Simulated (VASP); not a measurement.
Given:

```yaml
crystal:
  lattice:
    - [1.96523, 1.13462, 3.22236]
    - [-1.96523, 1.13462, 3.22236]
    - [0.00000, -2.26925, 3.22236]
  atoms:
    - { symbol: Cl, position: [0.25006, 0.25006, 0.25006] }
    - { symbol: Cl, position: [0.73526, 0.73526, 0.77932] }
```

These are PBEsol GGA, VASP's PBE PAW potentials (set 64) (plane waves; VASP) values and carry that method's errors. Run with 480 eV cut-off, 10×10×10 Γ-centred mesh, first-order Methfessel-Paxton smearing of 0.10 eV, potentials Cl.

Task: Which forces act on the atoms, in eV/Å?

Result: 
```tsv
atom	Fx	Fy	Fz
Cl1	0.000	-0.433	-0.002
Cl2	0.000	0.433	0.002
```

Task: Give the stress tensor in GPa (positive for a compressed cell).

Result: 
```
 0.43   0.00   0.00
 0.00  -0.18  -0.08
 0.00  -0.08   0.35
```
The pressure is its mean diagonal, 0.20 GPa.

The structure was generated: Cl was put into the A7 type (R-3m), which need not be its known phase. This cell was strained or had an atom moved on purpose.
